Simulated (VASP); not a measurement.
GaS (space group R-3m): the band gap from VASP (plane waves, PAW) at several levels of theory. Gaps are without spin-orbit coupling. Each level names its cell: its own relaxed one, PBE's, or the starting one. A gap is the smallest over the k-mesh and a band path; hybrids may have named points in place of the path, and GW has the mesh alone. mBJ is a potential without an energy functional, so only the levels count.

```json
[
 {"level": "PBEsol (own cell)", "band gap (eV)": "1.80"},
 {"level": "mBJ (TB09) (PBE cell)", "band gap (eV)": "2.97"}
]
```

The cell of the PBEsol (own cell) run:

```
GaS
1.0
    1.78669     1.03154     7.99923
   -1.78669     1.03154     7.99923
    0.00000    -2.06309     7.99923
Ga S
2 2
Direct
  0.94941   0.94941   0.94941
  0.05059   0.05059   0.05059
  0.23761   0.23761   0.23761
  0.76239   0.76239   0.76239
```

Only levels that ran to the end are used. Left out are those held back, those with too coarse a band path, GW runs whose mesh misses a band edge, hybrids' fits of cells that aren't cubic and levels without matching references; a question may draw on a part of the rest.

The structure comes from a computed database's GaS entry (R-3m); how it stands against other phases isn't given here.
